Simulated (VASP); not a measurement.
**NbSc₃N₄ (ordered alloy cell): computed properties**

Method: PBEsol GGA, VASP's PBE PAW potentials (set 64) (plane waves; VASP 6.6.1).

```yaml
space_group: R-3m (166)
cell: a = b = 3.130 Å, c = 30.833 Å, α = β = 90.00°, γ = 120.00°
volume_per_atom: 10.90 Å³/atom
band gap (over mesh and band path): none (metal, semimetal or under 0.01 eV)
density: 5.40 g/cm³
```

Space group R-3m, hexagonal axes (No. 166); a = 3.1305 Å, b = 3.1305 Å, c = 30.8331 Å, α = 90.00°, β = 90.00°, γ = 120.00°

| atom | site | symmetry | x | y | z |
|---|---|---|---|---|---|
| Sc | 6c | 3m | 0.0000 | 0.0000 | 0.2498 |
| Sc | 3a | -3m | 0.0000 | 0.0000 | 0.0000 |
| N | 6c | 3m | 0.0000 | 0.0000 | 0.3755 |
| N | 6c | 3m | 0.0000 | 0.0000 | 0.1261 |
| Nb | 3b | -3m | 0.0000 | 0.0000 | 0.5000 |
(The calculation used a cell of 8 atoms; values per cell refer to that cell.)

The structure was generated: NbSc3N4 was put into an ordered model structure (R-3m), which need not be its known phase. It was relaxed first. Symmetry was kept, so distortions that lower it aren't found.
